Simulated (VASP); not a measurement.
**2 units of NaCl (001) on Al(100): relaxation and electronic structure**

Wanted: how 2 units of NaCl (001) on Al(100) relaxes, and what it costs to take an electron out.

Main program and level: VASP 6.6.1; PBE; plane waves and PAW (Al, Na, Cl).

## Step 1: Set-up

The cell holds 12 atoms: 8 Al, 2 Na and 2 Cl. Its edges and angles: a = 3.988 Å, b = 3.988 Å, c = 29.312 Å, α = 90.0°, β = 90.0°, γ = 90.0°. Vacuum lies along c.

Coordinates:

```xyz
12
Lattice="3.9881 0.0000 0.0000 0.0000 3.9881 0.0000 0.0000 0.0000 29.3118" Properties=species:S:1:pos:R:3
Al    0.0000    1.9940    9.0000
Al    1.9940    0.0000    9.0000
Al    0.0000    0.0000   11.0501
Al    1.9940    1.9940   11.0501
Al    0.0000    1.9940   13.1002
Al    1.9940    0.0000   13.1002
Al    0.0000    0.0000   15.1503
Al    1.9940    1.9940   15.1503
Na    1.9940    1.9940   17.4918
Na    0.0000    0.0000   20.3118
Cl    0.0000    0.0000   17.4918
Cl    1.9940    1.9940   20.3118
```

## Step 2: Surface relaxation

All atoms relax at the fixed cell.

File INCAR:

```
SYSTEM = NaAl4Cl
PREC = Normal
ENCUT = 300
EDIFF = 1E-05
NELM = 120
ISMEAR = -1
SIGMA = 0.1
LREAL = .FALSE.
ALGO = Fast
GGA = PE
NBANDS = 32
LORBIT = 11
LWAVE = .FALSE.
LCHARG = .FALSE.
KPAR = 4
LASPH = .TRUE.
IBRION = 2
NSW = 40
ISIF = 2
EDIFFG = -0.03
POTIM = 0.4
MAXMIX = 40
IDIPOL = 3
LDIPOL = .TRUE.
DIPOL = 0.5 0.5 0.49
```

File POSCAR:

```
NaAl4Cl
1.0
    3.9880822500      0.0000000000      0.0000000000
    0.0000000000      3.9880822500      0.0000000000
    0.0000000000      0.0000000000     29.3118384518
Al Na Cl
8 2 2
Direct
    0.0000000000      0.5000000000      0.3070431769
    0.5000000000      0.0000000000      0.3070431769
    0.0000000000      0.0000000000      0.3769846383
    0.5000000000      0.5000000000      0.3769846383
    0.0000000000      0.5000000000      0.4469260997
    0.5000000000      0.0000000000      0.4469260997
    0.0000000000      0.0000000000      0.5168675611
    0.5000000000      0.5000000000      0.5168675611
    0.5000000000      0.5000000000      0.5967499610
    0.0000000000      0.0000000000      0.6929568231
    0.0000000000      0.0000000000      0.5967499610
    0.5000000000      0.5000000000      0.6929568231
```

File KPOINTS:

```
Automatic mesh
0
Gamma
8 8 1
0 0 0
```

The projector-augmented-wave data sets are Al, Na and Cl (PBE family, release 64).

On the command line:

```console
> mpirun -np 4 vasp_std
```

What it wrote:

```text
[banner, memory and clock lines left out]
running    4 mpi-ranks, on    1 nodes
 distrk:  each k-point on    1 cores,    4 groups
 distr:  one band on    1 cores,    1 groups

 POSCAR found type information on POSCAR AlNaCl
 POSCAR found :  3 types and      12 ions
 LDA part: xc-table for (Slater+PW92), standard interpolation
 POSCAR, INCAR and KPOINTS ok, starting setup
 FFT: planning ... GRIDC
 FFT: planning ... GRID_SOFT
 FFT: planning ... GRID
 WAVECAR not read
 entering main loop
       N       E                     dE             d eps       ncg     rms          rms(c)
DAV:   1     0.155021305728E+03    0.15502E+03   -0.98963E+03   960   0.598E+02
DAV:   2    -0.179532436574E+02   -0.17297E+03   -0.16659E+03  1352   0.144E+02
DAV:   3    -0.410737519483E+02   -0.23121E+02   -0.22757E+02  1216   0.506E+01
DAV:   4    -0.419316956193E+02   -0.85794E+00   -0.85703E+00  1256   0.127E+01
DAV:   5    -0.419724904559E+02   -0.40795E-01   -0.40792E-01  1496   0.263E+00    0.637E+00
RMM:   6    -0.406801258912E+02    0.12924E+01   -0.15736E+00   970   0.289E+00    0.399E+00
RMM:   7    -0.418325567866E+02   -0.11524E+01   -0.82245E-01   986   0.235E+00    0.510E+00
RMM:   8    -0.403076695315E+02    0.15249E+01   -0.19125E-01  1031   0.135E+00    0.213E+00
RMM:   9    -0.402582489830E+02    0.49421E-01   -0.11694E-01   998   0.919E-01    0.100E+00
RMM:  10    -0.402447149114E+02    0.13534E-01   -0.40655E-02  1068   0.625E-01    0.519E-01
RMM:  11    -0.402391559219E+02    0.55590E-02   -0.12055E-02  1058   0.347E-01    0.964E-02
RMM:  12    -0.402393848866E+02   -0.22896E-03   -0.25056E-03  1165   0.168E-01    0.734E-02
RMM:  13    -0.402394864320E+02   -0.10155E-03   -0.81585E-04  1009   0.964E-02    0.410E-02
RMM:  14    -0.402399184302E+02   -0.43200E-03   -0.44311E-04   983   0.644E-02    0.199E-02
RMM:  15    -0.402404958696E+02   -0.57744E-03   -0.25265E-04   923   0.468E-02    0.221E-02
RMM:  16    -0.402409353511E+02   -0.43948E-03   -0.91324E-05   858   0.303E-02    0.651E-03
RMM:  17    -0.402411394543E+02   -0.20410E-03   -0.54011E-05   759   0.198E-02    0.716E-03
RMM:  18    -0.402411960556E+02   -0.56601E-04   -0.17941E-05   695   0.119E-02    0.371E-03
RMM:  19    -0.402412124341E+02   -0.16379E-04   -0.82843E-06   641   0.781E-03    0.327E-03
RMM:  20    -0.402412422562E+02   -0.29822E-04   -0.54619E-06   574   0.588E-03    0.138E-03
RMM:  21    -0.402412572841E+02   -0.15028E-04   -0.44565E-06   502   0.467E-03    0.730E-04
RMM:  22    -0.402412728875E+02   -0.15603E-04   -0.23128E-06   442   0.412E-03    0.432E-04
RMM:  23    -0.402412780970E+02   -0.52095E-05   -0.95323E-07   397   0.356E-03
   1 F= -.40241278E+02 E0= -.40183936E+02  d E =-.402413E+02
 curvature:   0.00 expect dE= 0.000E+00 dE for cont linesearch  0.000E+00
 trial: gam= 0.00000 g(F)=  0.788E+00 g(S)=  0.000E+00 ort = 0.000E+00 (trialstep = 0.100E+01)
 search vector abs. value=  0.788E+00
 bond charge predicted
       N       E                     dE             d eps       ncg     rms          rms(c)
DAV:   1    -0.407438390051E+02   -0.50257E+00   -0.10880E+01  1224   0.122E+01    0.188E+00
RMM:   2    -0.407712784137E+02   -0.27439E-01   -0.73438E-01  1011   0.357E+00    0.194E+00
RMM:   3    -0.408085321768E+02   -0.37254E-01   -0.18096E-01  1021   0.173E+00    0.547E-01
RMM:   4    -0.408060947940E+02    0.24374E-02   -0.37601E-02  1110   0.788E-01    0.515E-01
RMM:   5    -0.408073552092E+02   -0.12604E-02   -0.56073E-03  1157   0.326E-01    0.419E-01
RMM:   6    -0.408064418848E+02    0.91332E-03   -0.35016E-03   995   0.183E-01    0.174E-01
RMM:   7    -0.408073883176E+02   -0.94643E-03   -0.20676E-03  1046   0.156E-01    0.930E-02
RMM:   8    -0.408072882579E+02    0.10006E-03   -0.22119E-04  1008   0.677E-02    0.719E-02
RMM:   9    -0.408072108921E+02    0.77366E-04   -0.91145E-04   953   0.751E-02    0.591E-02
RMM:  10    -0.408072287758E+02   -0.17884E-04   -0.14859E-04   882   0.414E-02    0.222E-02
RMM:  11    -0.408072405122E+02   -0.11736E-04   -0.41429E-05   769   0.220E-02    0.184E-02
RMM:  12    -0.408072472139E+02   -0.67016E-05   -0.23654E-05   734   0.148E-02
   2 F= -.40807247E+02 E0= -.40751380E+02  d E =-.565969E+00
[... from here on, the cycles between the ionic steps are left out ...]
   3 F= -.41006280E+02 E0= -.40951802E+02  d E =-.765002E+00
   4 F= -.41028574E+02 E0= -.40974053E+02  d E =-.787296E+00
   5 F= -.41029073E+02 E0= -.40974530E+02  d E =-.787795E+00
   6 F= -.41092829E+02 E0= -.41038673E+02  d E =-.637567E-01
   7 F= -.41172172E+02 E0= -.41120257E+02  d E =-.143099E+00
   8 F= -.41230328E+02 E0= -.41178112E+02  d E =-.581560E-01
   9 F= -.41331068E+02 E0= -.41278042E+02  d E =-.158896E+00
  10 F= -.41355880E+02 E0= -.41302112E+02  d E =-.183708E+00
  11 F= -.41371980E+02 E0= -.41318305E+02  d E =-.199808E+00
  12 F= -.41435166E+02 E0= -.41381029E+02  d E =-.631865E-01
  13 F= -.41483287E+02 E0= -.41424143E+02  d E =-.111307E+00
  14 F= -.41488320E+02 E0= -.41430677E+02  d E =-.116340E+00
  15 F= -.41506195E+02 E0= -.41447681E+02  d E =-.178750E-01
  16 F= -.41509904E+02 E0= -.41450163E+02  d E =-.215841E-01
  17 F= -.41510667E+02 E0= -.41451292E+02  d E =-.223468E-01
  18 F= -.41518438E+02 E0= -.41459833E+02  d E =-.777065E-02
  19 F= -.41521392E+02 E0= -.41463339E+02  d E =-.107254E-01
  20 F= -.41521579E+02 E0= -.41464654E+02  d E =-.109124E-01
  21 F= -.41522404E+02 E0= -.41464892E+02  d E =-.117374E-01
  22 F= -.41526638E+02 E0= -.41470445E+02  d E =-.423338E-02
  23 F= -.41528548E+02 E0= -.41474340E+02  d E =-.614350E-02
  24 F= -.41528656E+02 E0= -.41474154E+02  d E =-.625197E-02
 curvature: -10.81 expect dE=-0.336E-02 dE for cont linesearch -0.287E-06
 trial: gam= 0.36177 g(F)=  0.311E-03 g(S)=  0.000E+00 ort =-0.735E-05 (trialstep = 0.642E+01)
 search vector abs. value=  0.572E-03
 bond charge predicted
       N       E                     dE             d eps       ncg     rms          rms(c)
DAV:   1    -0.415269274914E+02    0.17214E-02   -0.72803E-01   992   0.271E+00    0.332E-01
RMM:   2    -0.415294096422E+02   -0.24822E-02   -0.33322E-02  1030   0.725E-01    0.134E-01
RMM:   3    -0.415308353409E+02   -0.14257E-02   -0.12550E-02  1196   0.373E-01    0.343E-01
RMM:   4    -0.415301230827E+02    0.71226E-03   -0.90411E-04   978   0.106E-01    0.260E-01
RMM:   5    -0.415298183975E+02    0.30469E-03   -0.18430E-03   888   0.990E-02    0.161E-01
RMM:   6    -0.415299178924E+02   -0.99495E-04   -0.15131E-04   807   0.493E-02    0.138E-01
RMM:   7    -0.415298935531E+02    0.24339E-04   -0.24639E-04   854   0.391E-02    0.110E-01
RMM:   8    -0.415299042454E+02   -0.10692E-04   -0.13957E-05   623   0.172E-02    0.806E-02
RMM:   9    -0.415298937331E+02    0.10512E-04   -0.76525E-06   551   0.120E-02    0.486E-02
RMM:  10    -0.415298872072E+02    0.65259E-05   -0.22812E-05   631   0.148E-02
  25 F= -.41529887E+02 E0= -.41475362E+02  d E =-.123094E-02
 trial-energy change:   -0.001231  1 .order   -0.001427   -0.001980   -0.000875
 step:  11.4938(harm= 11.4938)  dis= 0.02797  next Energy=   -41.530430 (dE=-0.177E-02)
 reached required accuracy - stopping structural energy minimisation
```

The job ended after 3 min (4 MPI ranks of AMD EPYC 9R45, shared host; peak memory 0.95 GiB).

Lines that name or quote the potential files are left out of all logs, and their timing lines are given in words.

OUTCAR, selected parts (step 2):

```text
ion  position               nearest neighbor table
   1  0.000  0.500  0.307-   2 2.82   2 2.82   2 2.82   2 2.82   3 2.86   4 2.86   4 2.86   3 2.86

  LATTYP: Found a simple tetragonal cell.
 ALAT       =     3.9880822500
 C/A-ratio  =     7.3498580557

 Subroutine GETGRP returns: Found  8 space group operations
 (whereof  8 operations were pure point group operations)

The static configuration has the point symmetry C_4v.

 Found     15 irreducible k-points:

   k-points           NKPTS =     15   k-points in BZ     NKDIM =     15   number of bands    NBANDS=     32

   dimension x,y,z NGX =    18 NGY =   18 NGZ =  126
   dimension x,y,z NGXF=    36 NGYF=   36 NGZF=  252

   ENCUT  =  300.0 eV  22.05 Ry    4.70 a.u.   5.63  5.63 41.40*2*pi/ulx,y,z

   NELECT =      40.0000    total number of electrons

 k-points in reciprocal lattice and weights: Automatic mesh
   0.00000000  0.00000000  0.00000000       0.016
   0.12500000  0.00000000  0.00000000       0.062
   0.25000000  0.00000000  0.00000000       0.062
   0.37500000  0.00000000  0.00000000       0.062
   0.50000000  0.00000000  0.00000000       0.031
   0.12500000  0.12500000  0.00000000       0.062
   0.25000000  0.12500000  0.00000000       0.125
   0.37500000  0.12500000  0.00000000       0.125
   0.50000000  0.12500000  0.00000000       0.062
[...]
0.50000000  0.37500000  0.00000000       0.062
   0.50000000  0.50000000  0.00000000       0.016

 dipolmoment           0.000000      0.000000     -0.042884 electrons x Angstroem

 average (electrostatic) potential at core
       1 -79.9448       2 -79.9448       3 -79.9220       4 -79.8924       5 -79.9071
       6 -79.9071       7 -80.0707       8 -79.8327       9 -42.9885      10 -43.0491
      11 -95.1218      12 -94.9937

 E-fermi :   0.6176

 k-point     1 :       0.0000    0.0000    0.0000
  band No.  band energies     occupation
    ...
     15      -1.3562      2.00000
     16      -0.4307      1.99994
     17      -0.4307      1.99994
     18      -0.2690      1.99972
     19      -0.2673      1.99971
     20       1.1408      0.01064
     21       1.1427      0.01043
     22       1.4859      0.00034
     23       1.4859      0.00034
     24       1.8807      0.00001
    ...

 k-point     2 :       0.1250    0.0000    0.0000
  band No.  band energies     occupation
    ...
     15      -1.5613      2.00000
     16      -1.2314      2.00000
     17      -0.2980      1.99979
     18      -0.1013      1.99849
     19       0.1072      1.98793
     20       1.1754      0.00753
     21       1.5797      0.00013
     22       1.6183      0.00009
     23       2.0341      0.00000
     24       2.6262      0.00000
    ...

 k-point     3 :       0.2500    0.0000    0.0000
  band No.  band energies     occupation
    ...
     15      -1.5926      2.00000
     16      -1.1630      2.00000
     17      -0.8622      2.00000
     18       0.1004      1.98872
     19       0.2869      1.92936
     20       1.1449      0.01021
     21       1.6592      0.00006
     22       2.0156      0.00000
     23       2.4456      0.00000
     24       3.1034      0.00000
    ...

  Total       -2.4079577     -2.4079577      0.4415507      0.0000000     -0.0000000      0.0000000
  in kB       -8.2753843     -8.2753843      1.5174692      0.0000000     -0.0000000      0.0000000
  external PRESSURE =      -5.0110998 kB  Pullay stress =       0.0000000 kB

  energy-cutoff  :      300.00
  volume of cell :      466.20
      direct lattice vectors                 reciprocal lattice vectors
     3.988082250  0.000000000  0.000000000     0.250747085  0.000000000  0.000000000
     0.000000000  3.988082250  0.000000000     0.000000000  0.250747085  0.000000000
     0.000000000  0.000000000 29.311838452     0.000000000  0.000000000  0.034115909

 POSITION                                       TOTAL-FORCE (eV/Angst)
 -----------------------------------------------------------------------------------
      0.00000      1.99404      8.62518        -0.000000      0.000000     -0.027555
      1.99404      0.00000      8.62518        -0.000000      0.000000     -0.027555
      0.00000      0.00000     10.69476        -0.000000      0.000000     -0.004058
      1.99404      1.99404     10.68475        -0.000000      0.000000     -0.013990
      0.00000      1.99404     12.72588        -0.000000      0.000000     -0.013373
      1.99404      0.00000     12.72588         0.000000      0.000000     -0.013373
      0.00000      3.98808     14.84348        -0.000000      0.000000      0.022770
      1.99404      1.99404     14.73512        -0.000000      0.000000      0.014322
      1.99404      1.99404     18.29399        -0.000000      0.000000     -0.000075
      0.00000      0.00000     20.96239        -0.000000      0.000000      0.008314
      0.00000      0.00000     18.19791         0.000000      0.000000      0.025645
      1.99404      1.99404     21.09419        -0.000000     -0.000000      0.028926
 -----------------------------------------------------------------------------------
    total drift:                               -0.000000      0.000000      0.018746

  FREE ENERGIE OF THE ION-ELECTRON SYSTEM (eV)
  ---------------------------------------------------
  free  energy   TOTEN  =       -41.5298872072 eV

  energy  without entropy=      -41.4208369533  energy(sigma->0) =      -41.47536208

 reached required accuracy - stopping structural energy minimisation

 vacuum level on the upper side and lower side of the slab         4.082         4.573

 total charge
# of ion       s       p       d       tot
------------------------------------------
    1        0.467   0.303   0.000   0.771
    2        0.467   0.303   0.000   0.771
    3        0.429   0.348   0.000   0.777
    4        0.430   0.349   0.000   0.779
    5        0.430   0.348   0.000   0.778
    6        0.430   0.348   0.000   0.778
    7        0.471   0.288   0.000   0.758
    8        0.462   0.321   0.000   0.783
    9        0.041   0.032   0.000   0.073
   10        0.041   0.031   0.000   0.072
   11        1.590   3.568   0.000   5.158
   12        1.586   3.575   0.000   5.161
--------------------------------------------------
tot          6.844   9.815   0.000  16.659

[... 3 further parts left out ...]
```

The data set Na keeps the semicore shell frozen, which is cheaper and a little less accurate. The run keeps the 8 symmetry operations of its start, so it cannot find a distortion of lower symmetry.

The steps of the relaxation (22 of 25):

```tsv
step	energy less that of the first step (eV)	largest force (eV/Å)
1	0.0000	3.3167
2	-0.5660	1.4338
3	-0.7650	0.8800
4	-0.7873	0.6403
6	-0.8516	0.4373
7	-0.9309	0.4594
8	-0.9890	0.4285
9	-1.0898	0.3752
10	-1.1146	0.7348
11	-1.1307	0.4857
12	-1.1939	0.2927
14	-1.2470	0.2614
15	-1.2649	0.1782
16	-1.2686	0.1682
17	-1.2694	0.1180
18	-1.2772	0.0782
19	-1.2801	0.0978
20	-1.2803	0.1406
22	-1.2854	0.0692
23	-1.2873	0.0667
24	-1.2874	0.0500
25	-1.2886	0.0289
```

The atoms that moved most (Å):

```tsv
atom	dx	dy	dz	length
Na9	0.000	0.000	0.802	0.802
Cl12	0.000	0.000	0.782	0.782
Cl11	0.000	0.000	0.706	0.706
Na10	0.000	0.000	0.651	0.651
Al8	0.000	0.000	-0.415	0.415
Al1	0.000	0.000	-0.375	0.375
Al2	0.000	0.000	-0.375	0.375
Al5	0.000	0.000	-0.374	0.374
```

Final coordinates:

```
Al Na Cl
1.0
     3.98808    0.00000    0.00000
     0.00000    3.98808    0.00000
     0.00000    0.00000   29.31184
Al Na Cl
8 2 2
Direct
  0.00000 0.50000 0.29426
  0.50000 0.00000 0.29426
  0.00000 0.00000 0.36486
  0.50000 0.50000 0.36452
  0.00000 0.50000 0.43416
  0.50000 0.00000 0.43416
  0.00000 0.00000 0.50640
  0.50000 0.50000 0.50270
  0.50000 0.50000 0.62412
  0.00000 0.00000 0.71515
  0.00000 0.00000 0.62084
  0.50000 0.50000 0.71965
```

This step gave:

- electronic cycles: 252
- electrons: 40
- free energy (TOTEN): -41.53 eV
- energy at zero smearing: -41.48 eV
- Fermi energy: 0.6176 eV
- labelled metallic, from the levels on this mesh: yes
- dipole moment: 0, 0, -0.04288 e·Å

The run ended after 25 ionic steps, 1.289 eV below its first step, once the forces on the free atoms met EDIFFG = -0.03.

Only the dipole across the slab is computed (IDIPOL = 3); zeros along the plane are no results.

VASP counts the dipole in electrons times Å, so a positive number points the physical dipole along −c.

(Part 1 of 3 ends here.)

[Lines on the potential files, build, host, timing and source positions are cut from VASP's logs without a mark.]

[Logs are printed without paths, hosts, clocks, repeated set-up lines and the standing remarks that a program may print on its own settings, such as how far it seeks lower states.]

[Hosts, paths, dates, database ids (printed as entryN), source tags and the programs' standing remarks are cut or masked in the printed files.]

[In band tables of VASP the shares of atoms and orbitals are scaled to a sum of 1 inside the atoms' spheres.]

[Runs that stopped without an error message from VASP are left out.]
